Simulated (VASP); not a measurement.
# Which native defect does ErNi form most easily?, part 4 of 5

Which native defect is cheapest in ErNi, and how does that change with the growth condition? The start is a cell from a database of measured crystal structures.

VASP 6.6.1, plane waves and PAW; the level of theory is named at each step.

So far. Step 3 (Relax the host again, on a new basis): The run ended after 2 ionic steps, 0.000 eV below its first step, once forces and stress met EDIFFG = -0.02. Step 4 (The supercell without the defect): The host is treated as a metal, as its relaxation found a gap under 0.3 eV or none, and only the neutral defect is run.

## (5) Reference Er

This step: PBEsol, 4f electrons in the core; plane waves and PAW (Er_3) (VASP 6.6.1).

System of this step: Er. Symmetry: P6_3/mmc, No. 194, hexagonal system. Conventional cell: a = 3.560 Å, b = 3.560 Å, c = 5.589 Å, α = 90.00°, β = 90.00°, γ = 120.00°. Nearest to Er lie 12 Er at 3.47 to 3.56 Å.

The reference for Er is its crystal, relaxed at the cutoff of the large cell.

The input, INCAR:

```
SYSTEM = Er
PREC = Normal
ENCUT = 300
EDIFF = 1E-05
NELM = 120
ISMEAR = 1
SIGMA = 0.1
LREAL = Auto
ALGO = Fast
GGA = PS
NBANDS = 15
LORBIT = 11
LWAVE = .FALSE.
LCHARG = .FALSE.
KPAR = 8
IBRION = 2
NSW = 25
ISIF = 3
EDIFFG = -0.02
POTIM = 0.4
```

The input, POSCAR:

```
Er
1.0
    3.5600000000      0.0000000000      0.0000000000
   -1.7800000000      3.0830504375      0.0000000000
    0.0000000000      0.0000000000      5.5892000000
Er
2
Direct
    0.0000000000      0.0000000000      0.0000000000
    0.3333333333      0.6666666667      0.5000000000
```

The input, KPOINTS:

```
Automatic mesh
0
Gamma
9 9 5
0 0 0
```

The projector-augmented-wave data sets are Er_3 (PBE family, release 64).

Run with:

```bash
$ mpirun -np 8 vasp_std
```

The program printed:

```text
[banner, memory and clock lines left out]
running    8 mpi-ranks, on    1 nodes
 distrk:  each k-point on    1 cores,    8 groups
 distr:  one band on    1 cores,    1 groups

 POSCAR found type information on POSCAR Er
 POSCAR found :  1 types and       2 ions
 [... a notice as in an earlier step ...]

|                                                                             |
|               ----> ADVICE to this user running VASP <----                  |
|                                                                             |
|     You have a (more or less) 'small supercell' and for smaller cells       |
|     it is recommended to use the reciprocal-space projection scheme!        |
|     The real-space optimization is not efficient for small cells and it     |
|     is also less accurate ...                                               |
|     Therefore, set LREAL=.FALSE. in the INCAR file.                         |
|                                                                             |

 [... a notice as in an earlier step ...]

 LDA part: xc-table for (Slater+PW92), standard interpolation
 POSCAR, INCAR and KPOINTS ok, starting setup
 FFT: planning ... GRIDC
 FFT: planning ... GRID_SOFT
 FFT: planning ... GRID
 WAVECAR not read
 entering main loop
       N       E                     dE             d eps       ncg     rms          rms(c)
DAV:   1     0.315888268649E+02    0.31589E+02   -0.67076E+03  2044   0.896E+02
DAV:   2    -0.851215277138E+01   -0.40101E+02   -0.38815E+02  1872   0.363E+02
DAV:   3    -0.976135495510E+01   -0.12492E+01   -0.12365E+01  1396   0.378E+01
DAV:   4    -0.982329438473E+01   -0.61939E-01   -0.59814E-01  1913   0.841E+00
DAV:   5    -0.982504353817E+01   -0.17492E-02   -0.17489E-02  1420   0.217E+00    0.244E+01
RMM:   6    -0.981216390613E+01    0.12880E-01   -0.20205E-02  1306   0.288E+00    0.145E+01
RMM:   7    -0.981757588885E+01   -0.54120E-02   -0.86903E-02  1370   0.396E+00    0.371E-01
RMM:   8    -0.981903178057E+01   -0.14559E-02   -0.21428E-02  1454   0.820E-01    0.107E-01
RMM:   9    -0.981891829942E+01    0.11348E-03   -0.24047E-03  1405   0.407E-01    0.612E-02
RMM:  10    -0.981896647275E+01   -0.48173E-04   -0.73022E-04  1081   0.141E-01    0.214E-02
RMM:  11    -0.981896627787E+01    0.19488E-06   -0.92870E-05   910   0.140E-01
   1 F= -.98189663E+01 E0= -.98193471E+01  d E =-.981897E+01
 curvature:   0.00 expect dE= 0.000E+00 dE for cont linesearch  0.000E+00
 trial: gam= 0.00000 g(F)=  0.910E-47 g(S)=  0.423E-01 ort = 0.000E+00 (trialstep = 0.100E+01)
 search vector abs. value=  0.423E-01
 bond charge predicted
       N       E                     dE             d eps       ncg     rms          rms(c)
DAV:   1    -0.999110683821E+01   -0.17214E+00   -0.28800E+00  1661   0.230E+01    0.239E+00
RMM:   2    -0.988319346934E+01    0.10791E+00   -0.18219E-01  1296   0.674E+00    0.114E+00
RMM:   3    -0.983553301849E+01    0.47660E-01   -0.17740E-01  1349   0.512E+00    0.426E-01
RMM:   4    -0.984108628225E+01   -0.55533E-02   -0.55692E-02  1468   0.140E+00    0.122E-01
RMM:   5    -0.984176976384E+01   -0.68348E-03   -0.70841E-03  1469   0.547E-01    0.443E-02
RMM:   6    -0.984186477309E+01   -0.95009E-04   -0.12877E-03  1452   0.257E-01    0.271E-02
RMM:   7    -0.984189292633E+01   -0.28153E-04   -0.27219E-04  1278   0.134E-01    0.251E-02
RMM:   8    -0.984189848175E+01   -0.55554E-05   -0.75122E-05   995   0.118E-01
   2 F= -.98418985E+01 E0= -.98423737E+01  d E =-.229322E-01
 trial-energy change:   -0.022932  1 .order   -0.022016   -0.042294   -0.001739
 step:   1.0376(harm=  1.0429)  dis= 0.00000  next Energy=    -9.841931 (dE=-0.230E-01)
 bond charge predicted
       N       E                     dE             d eps       ncg     rms          rms(c)
DAV:   1    -0.984217523843E+01   -0.28231E-03   -0.40728E-03  1823   0.831E-01    0.880E-02
RMM:   2    -0.984202817661E+01    0.14706E-03   -0.26606E-04  1213   0.267E-01    0.411E-02
RMM:   3    -0.984195231059E+01    0.75866E-04   -0.14310E-04  1175   0.220E-01    0.172E-02
RMM:   4    -0.984197233582E+01   -0.20025E-04   -0.21744E-04  1024   0.161E-01    0.486E-03
RMM:   5    -0.984197328124E+01   -0.94542E-06   -0.17809E-05   832   0.128E-01
   3 F= -.98419733E+01 E0= -.98424569E+01  d E =-.230070E-01
 curvature:  -0.51 expect dE=-0.207E-04 dE for cont linesearch -0.104E-04
 trial: gam=-0.02097 g(F)=  0.137E-47 g(S)=  0.403E-04 ort = 0.927E-03 (trialstep = 0.101E+01)
 search vector abs. value=  0.200E-04
 reached required accuracy - stopping structural energy minimisation
```

It took 5.6 s on 8 MPI ranks of Intel Xeon Platinum 8488C (Sapphire Rapids), shared host; peak memory 0.99 GiB; 38 s of CPU time.

Parts of OUTCAR (step 5):

```text
   k-points           NKPTS =     36   k-points in BZ     NKDIM =     36   number of bands    NBANDS=     15

   ENCUT  =  300.0 eV  22.05 Ry    4.70 a.u.   5.03  5.03  7.89*2*pi/ulx,y,z

   NELECT =      18.0000    total number of electrons

 E-fermi :   3.0690

 k-point     1 :       0.0000    0.0000    0.0000
  band No.  band energies     occupation
    ...
      4     -21.0782      2.00000
      5     -21.0782      2.00000
      6     -21.0311      2.00000
      7      -2.5116      2.00000
      8       0.7440      2.00000
      9       4.3298     -0.00000
     10       5.0760      0.00000
     11       5.0760      0.00000
     12       5.5106      0.00000
     13       5.8431      0.00000
    ...

  Total       -0.0323160     -0.0323160      0.0006775     -0.0000000     -0.0000000      0.0000000
  in kB       -0.8883535     -0.8883535      0.0186242     -0.0000000     -0.0000000      0.0000000
  external PRESSURE =      -0.5860276 kB  Pullay stress =       0.0000000 kB

 POSITION                                       TOTAL-FORCE (eV/Angst)
 -----------------------------------------------------------------------------------
      0.00000      0.00000      0.00000        -0.000000      0.000000      0.000000
     -0.00000      2.02433      2.73716         0.000000      0.000000      0.000000
 -----------------------------------------------------------------------------------
    total drift:                                0.000000     -0.000000     -0.000000

  FREE ENERGIE OF THE ION-ELECTRON SYSTEM (eV)
  ---------------------------------------------------
  free  energy   TOTEN  =        -9.8419732812 eV

  energy  without entropy=       -9.8434242246  energy(sigma->0) =       -9.84245693

[... 1 part as in an earlier step ...]

[... 15 further parts left out ...]
```

The run keeps the 24 symmetry operations of its start, so it cannot find a distortion of lower symmetry.

Step by step:

| step | energy less that of the first step (eV) | largest force (eV/Å) | pressure (GPa) | volume (Å³) |
| --- | --- | --- | --- | --- |
| 1 | 0.0000 | 0.0000 | -2.21 | 61.35 |
| 2 | -0.0229 | 0.0000 | -0.10 | 58.39 |
| 3 | -0.0230 | 0.0000 | -0.06 | 58.28 |

| conventional cell, symmetrised | before | after | change |
| --- | --- | --- | --- |
| a (Å) | 3.560 | 3.506 | -1.5 % |
| b (Å) | 3.560 | 3.506 | -1.5 % |
| c (Å) | 5.589 | 5.474 | -2.1 % |
| volume (Å³/atom) | 30.67 | 29.14 | -5.0 % |

The relaxed structure:

```xyz
2
Lattice="3.5062 0.0000 0.0000 -1.7531 3.0365 0.0000 0.0000 0.0000 5.4743" Properties=species:S:1:pos:R:3 pbc="T T T"
Er    0.0000    0.0000    0.0000
Er    0.0000    2.0243    2.7372
```

Numbers from this step:

```yaml
electronic_cycles: 24
electrons: 18
free_energy_toten: -9.842 eV
energy_at_zero_smearing: -9.842 eV
fermi_energy: 3.069 eV
```

The run ended after 3 ionic steps, 0.023 eV below its first step, once forces and stress met EDIFFG = -0.02.

Energy at zero smearing: -9.84246 eV.

## (6) Reference Ni

This step: PBEsol, spin-polarised from a ferromagnetic start (one magnetic atom a cell); plane waves and PAW (Ni) (VASP 6.6.1).

System of this step: Ni. The structure is cubic, space group Fm-3m (No. 225). Conventional cell: a = 3.520 Å, b = 3.520 Å, c = 3.520 Å, α = 90.00°, β = 90.00°, γ = 90.00°. Ni has 12 Ni at 2.49 Å nearest.

The reference for Ni is its crystal, relaxed at the cutoff of the large cell.

INCAR: that of step 5 with these lines changed.

```diff
@@ -1,2 +1,2 @@
-SYSTEM = Er
+SYSTEM = Ni
 PREC = Normal
@@ -10,3 +10,6 @@
 GGA = PS
-NBANDS = 15
+NBANDS = 12
+ISPIN = 2
+MAGMOM = 0.7
+LMAXMIX = 4
 LORBIT = 11
```

The input, POSCAR:

```
Ni
1.0
    0.0000000000      1.7600000000      1.7600000000
    1.7600000000      0.0000000000      1.7600000000
    1.7600000000      1.7600000000      0.0000000000
Ni
1
Direct
    0.0000000000      0.0000000000      0.0000000000
```

The input, KPOINTS:

```
Automatic mesh
0
Gamma
13 13 13
0 0 0
```

PAW data sets: Ni (PBE family, release 64).

Run with:

```bash
$ mpirun -np 8 vasp_std
```

The program printed:

```text
[banner, memory and clock lines left out]
running    8 mpi-ranks, on    1 nodes
 distrk:  each k-point on    1 cores,    8 groups
 distr:  one band on    1 cores,    1 groups

 POSCAR found type information on POSCAR Ni
 POSCAR found :  1 types and       1 ions
 [... a notice as in an earlier step ...]

 [... a notice as in an earlier step ...]

 [... a notice as in an earlier step ...]

 LDA part: xc-table for (Slater+PW92), standard interpolation
 POSCAR, INCAR and KPOINTS ok, starting setup
 FFT: planning ... GRIDC
 FFT: planning ... GRID_SOFT
 FFT: planning ... GRID
 WAVECAR not read
 entering main loop
       N       E                     dE             d eps       ncg     rms          rms(c)
DAV:   1     0.173771546647E+02    0.17377E+02   -0.32776E+03  4524   0.695E+02
DAV:   2    -0.682173699597E+01   -0.24199E+02   -0.22592E+02  4384   0.125E+02
DAV:   3    -0.732901706802E+01   -0.50728E+00   -0.50533E+00  4604   0.204E+01
DAV:   4    -0.733188207569E+01   -0.28650E-02   -0.28646E-02  4652   0.134E+00
DAV:   5    -0.733192749377E+01   -0.45418E-04   -0.45417E-04  4708   0.163E-01    0.104E+01
RMM:   6    -0.651568527059E+01    0.81624E+00   -0.30252E+00  4032   0.216E+01    0.660E+00
RMM:   7    -0.615524848506E+01    0.36044E+00   -0.45372E-01  4032   0.845E+00    0.210E+00
RMM:   8    -0.613289905661E+01    0.22349E-01   -0.66025E-03  4151   0.658E-01    0.906E-01
RMM:   9    -0.613068864206E+01    0.22104E-02   -0.74685E-04  4138   0.280E-01    0.230E-01
RMM:  10    -0.613005209559E+01    0.63655E-03   -0.33962E-04  4035   0.237E-01    0.412E-02
RMM:  11    -0.613002520209E+01    0.26894E-04   -0.62302E-05  3898   0.690E-02    0.365E-02
RMM:  12    -0.613002544555E+01   -0.24347E-06   -0.85880E-06  3048   0.222E-02
   1 F= -.61300254E+01 E0= -.61300295E+01  d E =-.613003E+01  mag=     0.6287
 curvature:   0.00 expect dE= 0.000E+00 dE for cont linesearch  0.000E+00
 trial: gam= 0.00000 g(F)=  0.272E-62 g(S)=  0.599E-01 ort = 0.000E+00 (trialstep = 0.100E+01)
 search vector abs. value=  0.599E-01
 bond charge predicted
       N       E                     dE             d eps       ncg     rms          rms(c)
DAV:   1    -0.737943570898E+01   -0.12494E+01   -0.16449E+01  4872   0.536E+01    0.950E+00
RMM:   2    -0.644958072615E+01    0.92985E+00   -0.22318E+00  4032   0.191E+01    0.468E+00
RMM:   3    -0.617360644361E+01    0.27597E+00   -0.33044E-01  4032   0.723E+00    0.178E+00
RMM:   4    -0.614443574944E+01    0.29171E-01   -0.53402E-03  4056   0.664E-01    0.670E-01
RMM:   5    -0.613949177951E+01    0.49440E-02   -0.24146E-03  4040   0.577E-01    0.310E-01
RMM:   6    -0.613953472703E+01   -0.42948E-04   -0.96368E-04  4058   0.364E-01    0.111E-01
RMM:   7    -0.613954976537E+01   -0.15038E-04   -0.17247E-04  4016   0.888E-02    0.412E-02
RMM:   8    -0.613954796235E+01    0.18030E-05   -0.19421E-05  3316   0.338E-02
   2 F= -.61395480E+01 E0= -.61395833E+01  d E =-.952252E-02  mag=     0.6208
 trial-energy change:   -0.009523  1 .order   -0.009342   -0.059893    0.041208
 step:   0.5950(harm=  0.5924)  dis= 0.00000  next Energy=    -6.147881 (dE=-0.179E-01)
 bond charge predicted
       N       E                     dE             d eps       ncg     rms          rms(c)
DAV:   1    -0.635916467658E+01   -0.21961E+00   -0.28343E+00  5020   0.237E+01    0.390E+00
RMM:   2    -0.621468253025E+01    0.14448E+00   -0.38742E-01  4032   0.761E+00    0.216E+00
RMM:   3    -0.615370517344E+01    0.60977E-01   -0.56227E-02  4032   0.300E+00    0.741E-01
RMM:   4    -0.614876170847E+01    0.49435E-02   -0.11728E-03  4049   0.314E-01    0.335E-01
RMM:   5    -0.614842940080E+01    0.33231E-03   -0.45876E-04  4047   0.237E-01    0.884E-02
RMM:   6    -0.614836750281E+01    0.61898E-04   -0.12844E-04  4172   0.100E-01    0.442E-02
RMM:   7    -0.614836753450E+01   -0.31688E-07   -0.23399E-05  3398   0.460E-02
   3 F= -.61483675E+01 E0= -.61483835E+01  d E =-.183421E-01  mag=     0.6237
 curvature:  -0.30 expect dE=-0.604E-05 dE for cont linesearch -0.604E-05
 trial: gam=-0.01811 g(F)=  0.788E-62 g(S)=  0.204E-04 ort = 0.110E-02 (trialstep = 0.919E+00)
 search vector abs. value=  0.703E-08
 reached required accuracy - stopping structural energy minimisation
```

Run time: 4.8 s. Hardware: 8 MPI ranks; peak memory 0.84 GiB; 32 s of CPU time.

From OUTCAR (step 6):

```text
   k-points           NKPTS =     84   k-points in BZ     NKDIM =     84   number of bands    NBANDS=     12

   ENCUT  =  300.0 eV  22.05 Ry    4.70 a.u.   3.52  3.52  3.52*2*pi/ulx,y,z

   NELECT =      10.0000    total number of electrons

 E-fermi :   9.8982

 spin component 1
 k-point     1 :       0.0000    0.0000    0.0000
  band No.  band energies     occupation
    ...
      2       7.3443      1.00000
      3       7.3443      1.00000
      4       7.3443      1.00000
      5       8.5882      1.00000
      6       8.5882      1.00000
      7      33.9859      0.00000
      8      38.2033      0.00000
      9      38.2034      0.00000
     10      38.2034      0.00000
     11      41.3169      0.00000
    ...

 k-point     2 :       0.0769    0.0000    0.0000
  band No.  band energies     occupation
    ...
      2       7.2801      1.00000
      3       7.3988      1.00000
      4       7.3988      1.00000
      5       8.5654      1.00000
      6       8.5654      1.00000
      7      33.1885      0.00000
      8      35.9125      0.00000
      9      37.7142      0.00000
     10      37.7147      0.00000
     11      42.0589      0.00000
    ...

  Total       -0.0132672     -0.0132672     -0.0132672      0.0000000      0.0000000     -0.0000000
  in kB       -2.0493634     -2.0493634     -2.0493634      0.0000000      0.0000000     -0.0000000
  external PRESSURE =      -2.0493634 kB  Pullay stress =       0.0000000 kB

 POSITION                                       TOTAL-FORCE (eV/Angst)
 -----------------------------------------------------------------------------------
      0.00000      0.00000      0.00000        -0.000000     -0.000000     -0.000000
 -----------------------------------------------------------------------------------
    total drift:                               -0.000000      0.000000     -0.000000

  FREE ENERGIE OF THE ION-ELECTRON SYSTEM (eV)
  ---------------------------------------------------
  free  energy   TOTEN  =        -6.1483675345 eV

  energy  without entropy=       -6.1484153421  energy(sigma->0) =       -6.14838347

 magnetization (x)
# of ion       s       p       d       tot
------------------------------------------
    1       -0.005  -0.022   0.657   0.629

[... 1 part as in an earlier step ...]

[... 20 further parts left out ...]
```

CONTCAR:

```
Ni
   1.00000000000000
     0.0000000000000000    1.7309327177141574    1.7309327177141576
     1.7309327177141574   -0.0000000000000000    1.7309327177141576
     1.7309327177141574    1.7309327177141574    0.0000000000000000
  Ni
     1
Direct
     0.0000000000000000    0.0000000000000000    0.0000000000000000
```

The cell holds one magnetic atom, so no antiferromagnetic order fits into it. The run keeps the 48 symmetry operations of its start, so it cannot find a distortion of lower symmetry.

The steps of the relaxation:

| step | energy less that of the first step (eV) | largest force (eV/Å) | pressure (GPa) | volume (Å³) |
| --- | --- | --- | --- | --- |
| 1 | 0.0000 | 0.0000 | -10.57 | 10.90 |
| 2 | -0.0095 | 0.0000 | 7.91 | 10.02 |
| 3 | -0.0183 | 0.0000 | -0.20 | 10.37 |

| conventional cell, symmetrised | before | after | change |
| --- | --- | --- | --- |
| a (Å) | 3.520 | 3.462 | -1.7 % |
| b (Å) | 3.520 | 3.462 | -1.7 % |
| c (Å) | 3.520 | 3.462 | -1.7 % |
| volume (Å³/atom) | 10.90 | 10.37 | -4.9 % |

Final coordinates:

```cif
data_structure
_symmetry_space_group_name_H-M 'P 1'
_symmetry_Int_Tables_number 1
_cell_length_a 2.4479
_cell_length_b 2.4479
_cell_length_c 2.4479
_cell_angle_alpha 60.000
_cell_angle_beta 60.000
_cell_angle_gamma 60.000
_cell_volume 10.37
loop_
_atom_site_label
_atom_site_type_symbol
_atom_site_fract_x
_atom_site_fract_y
_atom_site_fract_z
_atom_site_occupancy
Ni1 Ni 0.00000 0.00000 0.00000 1
```

This step gave:

```yaml
electronic_cycles: 27
electrons: 10
free_energy_toten: -6.148 eV
fermi_energy: 9.898 eV
moment_of_the_cell_from_the_last_line_of_the_log: 0.6237 μB
```

Spin moment in the PAW sphere by atom:

| atom | spin moment in the PAW sphere (μB) |
| --- | --- |
| Ni1 | 0.629 |

The run ended after 3 ionic steps, 0.018 eV below its first step, once forces and stress met EDIFFG = -0.02.

Energy at zero smearing: -6.14838 eV.

(Part 4 of 5 ends here.)

[Lines on the potential files, build, host, timing and source positions are cut from VASP's logs without a mark.]

[Logs are printed without paths, hosts, clocks, repeated set-up lines and the standing remarks that a program may print on its own settings, such as how far it seeks lower states.]

[Hosts, paths, dates, database ids (printed as entryN), source tags and the programs' standing remarks are cut or masked in the printed files.]

[In band tables of VASP the shares of atoms and orbitals are scaled to a sum of 1 inside the atoms' spheres.]

[Runs that stopped without an error message from VASP are left out.]
